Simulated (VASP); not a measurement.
# Sn: accuracy against cost in the plane-wave cutoff and k-mesh, part 3 of 3

A convergence test on Sn: the plane-wave cutoff and k-mesh. The series runs use PBEsol. The atoms of the start are displaced at random from the sites of a I4_1/amd cell.

VASP 6.6.1; PBEsol; plane waves and PAW (Sn_d).

So far. Step 14 (K-mesh: 5 5 4): Against the run before the energy moves by -61.03 meV an atom and the pressure by +0.30 GPa, after 10 cycles in 9.4 s.

The database entry behind the starting cell differs from later determinations by our own check (about 0.15 % long, nanocrystals), so it need not match the best structure at ambient conditions.

## Step 15: K-mesh: 7 7 5

The input, INCAR:

```
SYSTEM = Sn
PREC = Accurate
ENCUT = 400
EDIFF = 1E-06
NELM = 100
ISMEAR = -1
SIGMA = 0.05
LREAL = .FALSE.
ALGO = Normal
GGA = PS
NBANDS = 20
LORBIT = 11
LWAVE = .FALSE.
LCHARG = .FALSE.
KPAR = 2
ISIF = 2
```

The input, POSCAR:

```
Sn
1.0
   -2.9196440750      2.9196440750      1.5938000000
    2.9196440750     -2.9196440750      1.5938000000
    2.9196440750      2.9196440750     -1.5938000000
Sn
2
Direct
    0.0003100000     -0.0047210000     -0.0052750000
    0.7505870000      0.2404530000      0.5037110000
```

The input, KPOINTS:

```
Automatic mesh
0
Gamma
7 7 5
0 0 0
```

The projector-augmented-wave data sets are Sn_d (PBE family, release 64).

On the command line:

```
mpirun -np 2 vasp_std
```

The program printed:

```text
[... set-up lines as in an earlier step ...]
 entering main loop
       N       E                     dE             d eps       ncg     rms          rms(c)
DAV:   1     0.198864400058E+03    0.19886E+03   -0.12733E+04  4984   0.188E+03
DAV:   2     0.107535045064E+02   -0.18811E+03   -0.18489E+03  4944   0.408E+02
DAV:   3    -0.800651427113E+01   -0.18760E+02   -0.18617E+02  5620   0.128E+02
DAV:   4    -0.855273025451E+01   -0.54622E+00   -0.54582E+00  5572   0.245E+01
[...]
DAV:   8    -0.853045020758E+01    0.54422E-03   -0.23081E-03  6096   0.680E-01    0.304E-02
DAV:   9    -0.853045520658E+01   -0.49990E-05   -0.66864E-05  6584   0.785E-02    0.127E-02
DAV:  10    -0.853045473402E+01    0.47256E-06   -0.51600E-06  5688   0.265E-02
   1 F= -.85304547E+01 E0= -.85252925E+01  d E =-.103245E-01
```

Elapsed: 22 s, on 2 MPI ranks of Intel Xeon 6975P-C (Granite Rapids), shared host; peak memory 0.39 GiB.

From OUTCAR (step 15):

```text
  Total       -0.2995078     -0.1268916     -0.2581697     -0.2674043      0.1025100      0.1981176
  in kB       -8.8300888     -3.7410180     -7.6113577     -7.8836127      3.0222007      5.8409027
  external PRESSURE =      -6.7274882 kB  Pullay stress =       0.0000000 kB

 POSITION                                       TOTAL-FORCE (eV/Angst)
 -----------------------------------------------------------------------------------
      5.80920     -0.00071      0.00138         0.051723      0.120731     -0.015442
     -0.01875      2.96007      0.77670        -0.051723     -0.120731      0.015442
 -----------------------------------------------------------------------------------
    total drift:                               -0.000002      0.000017     -0.000002

  FREE ENERGIE OF THE ION-ELECTRON SYSTEM (eV)
  ---------------------------------------------------
  free  energy   TOTEN  =        -8.5304547340 eV

  energy  without entropy=       -8.5201302033  energy(sigma->0) =       -8.52529247

[... 2 parts as in an earlier step ...]

[... 1 further part left out ...]
[key lines of the parts left out:]
E-fermi :   7.6836
```

Against the run before the energy moves by -8.03 meV an atom and the pressure by -0.60 GPa, after 10 cycles in 22 s.

## Step 16: K-mesh: 9 9 7

INCAR is that of step 15.

POSCAR is that of step 15.

The input, KPOINTS:

```
Automatic mesh
0
Gamma
9 9 7
0 0 0
```

On the command line:

```
mpirun -np 2 vasp_std
```

The program printed:

```text
[... set-up lines as in an earlier step ...]
 entering main loop
       N       E                     dE             d eps       ncg     rms          rms(c)
DAV:   1     0.199469234378E+03    0.19947E+03   -0.12721E+04 11520   0.188E+03
DAV:   2     0.109445541108E+02   -0.18852E+03   -0.18517E+03 11448   0.407E+02
DAV:   3    -0.796757012864E+01   -0.18912E+02   -0.18769E+02 12912   0.128E+02
DAV:   4    -0.852414606803E+01   -0.55658E+00   -0.55621E+00 12892   0.248E+01
[...]
DAV:   8    -0.850276735934E+01    0.53983E-03   -0.22947E-03 14196   0.679E-01    0.299E-02
DAV:   9    -0.850277222951E+01   -0.48702E-05   -0.65882E-05 15316   0.779E-02    0.123E-02
DAV:  10    -0.850277175714E+01    0.47238E-06   -0.51410E-06 13312   0.264E-02
   1 F= -.85027718E+01 E0= -.84983092E+01  d E =-.892519E-02
```

Wall time 45 s (2 MPI ranks); peak memory 0.56 GiB.

From OUTCAR (step 16):

```text
  Total       -0.2619345     -0.1108593     -0.2173155     -0.0531772     -0.0162257      0.1016202
  in kB       -7.7223542     -3.2683551     -6.4068968     -1.5677690     -0.4783656      2.9959677
  external PRESSURE =      -5.7992021 kB  Pullay stress =       0.0000000 kB

 POSITION                                       TOTAL-FORCE (eV/Angst)
 -----------------------------------------------------------------------------------
      5.80920     -0.00071      0.00138         0.046542      0.142235     -0.012525
     -0.01875      2.96007      0.77670        -0.046542     -0.142235      0.012525
 -----------------------------------------------------------------------------------
    total drift:                               -0.000002      0.000017     -0.000002

  FREE ENERGIE OF THE ION-ELECTRON SYSTEM (eV)
  ---------------------------------------------------
  free  energy   TOTEN  =        -8.5027717571 eV

  energy  without entropy=       -8.4938465712  energy(sigma->0) =       -8.49830916

[... 1 part as in an earlier step ...]

[... 2 further parts left out ...]
[key lines of the parts left out:]
E-fermi :   7.8103
```

Against the run before the energy moves by +13.49 meV an atom and the pressure by +0.09 GPa, after 10 cycles in 45 s.

## Step 17: K-mesh: 12 12 8

INCAR is that of step 16.

POSCAR is that of step 16.

The input, KPOINTS:

```
Automatic mesh
0
Gamma
12 12 8
0 0 0
```

On the command line:

```
mpirun -np 2 vasp_std
```

The program printed:

```text
[... set-up lines as in an earlier step ...]
 entering main loop
       N       E                     dE             d eps       ncg     rms          rms(c)
DAV:   1     0.199430528576E+03    0.19943E+03   -0.12708E+04 23536   0.188E+03
DAV:   2     0.108740004141E+02   -0.18856E+03   -0.18534E+03 23376   0.408E+02
DAV:   3    -0.798435891468E+01   -0.18858E+02   -0.18713E+02 26360   0.128E+02
DAV:   4    -0.854190701769E+01   -0.55755E+00   -0.55699E+00 26248   0.247E+01
[...]
DAV:   8    -0.852060052847E+01    0.53903E-03   -0.22858E-03 28832   0.677E-01    0.303E-02
DAV:   9    -0.852060564551E+01   -0.51170E-05   -0.65628E-05 31192   0.776E-02    0.126E-02
DAV:  10    -0.852060510568E+01    0.53983E-06   -0.52316E-06 27104   0.265E-02
   1 F= -.85206051E+01 E0= -.85169277E+01  d E =-.735480E-02
```

It took 88 s on 2 MPI ranks; peak memory 0.84 GiB.

From OUTCAR (step 17):

```text
  Total       -0.1932107     -0.0129162     -0.4520298      0.0064000     -0.0790795      0.0376142
  in kB       -5.6962385     -0.3807958    -13.3267429      0.1886849     -2.3314223      1.1089420
  external PRESSURE =      -6.4679258 kB  Pullay stress =       0.0000000 kB

 POSITION                                       TOTAL-FORCE (eV/Angst)
 -----------------------------------------------------------------------------------
      5.80920     -0.00071      0.00138         0.046512      0.157383     -0.012883
     -0.01875      2.96007      0.77670        -0.046512     -0.157383      0.012883
 -----------------------------------------------------------------------------------
    total drift:                               -0.000002      0.000017     -0.000002

  FREE ENERGIE OF THE ION-ELECTRON SYSTEM (eV)
  ---------------------------------------------------
  free  energy   TOTEN  =        -8.5206051057 eV

  energy  without entropy=       -8.5132503072  energy(sigma->0) =       -8.51692771

[... 1 part as in an earlier step ...]

[... 2 further parts left out ...]
[key lines of the parts left out:]
E-fermi :   7.7589
```

Against the run before the energy moves by -9.31 meV an atom and the pressure by -0.07 GPa, after 10 cycles in 88 s.

## Step 18: K-mesh: 15 15 10

INCAR is that of step 17.

POSCAR is that of step 17.

The input, KPOINTS:

```
Automatic mesh
0
Gamma
15 15 10
0 0 0
```

On the command line:

```
mpirun -np 2 vasp_std
```

The program printed:

```text
[... set-up lines as in an earlier step ...]
 entering main loop
       N       E                     dE             d eps       ncg     rms          rms(c)
DAV:   1     0.199707441970E+03    0.19971E+03   -0.12699E+04 45648   0.187E+03
DAV:   2     0.108991061578E+02   -0.18881E+03   -0.18548E+03 45448   0.407E+02
DAV:   3    -0.797961835867E+01   -0.18879E+02   -0.18729E+02 51308   0.128E+02
DAV:   4    -0.853700421313E+01   -0.55739E+00   -0.55688E+00 50924   0.248E+01
[...]
DAV:   8    -0.851584423697E+01    0.53715E-03   -0.22555E-03 56144   0.673E-01    0.305E-02
DAV:   9    -0.851584930729E+01   -0.50703E-05   -0.64584E-05 60640   0.770E-02    0.126E-02
DAV:  10    -0.851584874242E+01    0.56487E-06   -0.51465E-06 52656   0.266E-02
   1 F= -.85158487E+01 E0= -.85116436E+01  d E =-.841033E-02
```

Wall time 2.9 min (2 MPI ranks); peak memory 1.4 GiB.

OUTCAR, selected parts (step 18):

```text
  Total       -0.1569927      0.0216972     -0.4392708     -0.0433319     -0.0770678      0.0380154
  in kB       -4.6284601      0.6396780    -12.9505824     -1.2775118     -2.2721115      1.1207712
  external PRESSURE =      -5.6464548 kB  Pullay stress =       0.0000000 kB

 POSITION                                       TOTAL-FORCE (eV/Angst)
 -----------------------------------------------------------------------------------
      5.80920     -0.00071      0.00138         0.043617      0.159248     -0.013081
     -0.01875      2.96007      0.77670        -0.043617     -0.159248      0.013081
 -----------------------------------------------------------------------------------
    total drift:                               -0.000002      0.000017     -0.000002

  FREE ENERGIE OF THE ION-ELECTRON SYSTEM (eV)
  ---------------------------------------------------
  free  energy   TOTEN  =        -8.5158487424 eV

  energy  without entropy=       -8.5074384167  energy(sigma->0) =       -8.51164358

[... 1 part as in an earlier step ...]

[... 2 further parts left out ...]
[key lines of the parts left out:]
E-fermi :   7.7943
```

Against the run before the energy moves by +2.64 meV an atom and the pressure by +0.08 GPa, after 10 cycles in 2.9 min.

## Step 19: The k-mesh series as a table

This step: convergence of PBEsol results with the mesh; plane waves and PAW (VASP 6.6.1).

Derived from the runs above.

Differences are taken from the run with 15 15 10. Results of the series, by row:

| setting | status | energy less the reference (meV/atom) | pressure (GPa) | largest force difference (meV/Å) | SCF cycles | wall time (s) |
| --- | --- | --- | --- | --- | --- | --- |
| 2 2 2 | converged | -287.3 | 1.513 | 121.8 | 11 | 2.6 |
| 3 3 2 | converged | 128.4 | -1.219 | 289 | 10 | 4 |
| 4 4 3 | converged | 62.24 | -0.3799 | 103.8 | 10 | 5.8 |
| 5 5 4 | converged | 1.21 | -0.07604 | 46.74 | 10 | 9.4 |
| 7 7 5 | converged | -6.824 | -0.6727 | 38.52 | 10 | 22 |
| 9 9 7 | converged | 6.667 | -0.5799 | 17.01 | 10 | 45 |
| 12 12 8 | converged | -2.642 | -0.6468 | 2.895 | 10 | 88 |
| 15 15 10 | converged | 0 | -0.5646 | 0 | 10 | 173 |

## Step 20: What came out

- plane-wave cutoff from which the energy stays within 10 meV/atom of the reference: ENCUT = 240
- plane-wave cutoff from which the energy stays within 1 meV/atom of the reference: ENCUT = 280
- plane-wave cutoff from which the pressure stays within 0.2 GPa of the reference: ENCUT = 390
- spread of the pressure over the plane-wave cutoff: 390 GPa
- spread of the energy over the plane-wave cutoff: 7299 meV/atom
- k-mesh from which the energy stays within 10 meV/atom of the reference: 5 5 4
- k-mesh from which the energy stays within 1 meV/atom of the reference: none before the reference itself
- k-mesh from which the pressure stays within 0.2 GPa of the reference: 7 7 5
- spread of the pressure over the k-mesh: 2.73 GPa
- spread of the energy over the k-mesh: 416 meV/atom

What this shows: From ENCUT = 280 on, the energy stays within 1 meV an atom of the reference, at 47 % of its time. The pressure holds within 0.2 GPa from ENCUT = 390 on. These cutoffs are 0.6 to 2 times the default of the data sets, about 240 eV; at the default the run is off by +1.4 meV an atom, -0.84 GPa, 0.4 meV/Å in forces, and at 1.3 times by +0.6 meV an atom, -0.53 GPa, 0.5 meV/Å in forces. Energy differences between like cells converge faster than these totals. No run before the reference (15 15 10) settles within 1 meV an atom of it; the nearest step is off by -2.6 meV an atom, -0.08 GPa, 2.9 meV/Å in forces. The pressure holds within 0.2 GPa from 7 7 5 on. The energy swings above and below the reference, since the sum over k-points is not variational. A metal's Fermi surface slows this convergence. Differences are taken from the run with ENCUT = 480, which is itself not the exact limit. The runs at ENCUT = 140; ENCUT = 180; ENCUT = 220 are over 30 meV an atom or 2 GPa off and describe the material poorly. The runs at 2 2 2; 3 3 2; 4 4 3 are over 30 meV an atom or 2 GPa off and describe the material poorly.

[Lines on the potential files, build, host, timing and source positions are cut from VASP's logs without a mark.]

[Logs are printed without paths, hosts, clocks, repeated set-up lines and the standing remarks that a program may print on its own settings, such as how far it seeks lower states.]

[Hosts, paths, dates, database ids (printed as entryN), source tags and the programs' standing remarks are cut or masked in the printed files.]

[A measured line is paired with the nearest computed mode of its activity, which favours agreement.]
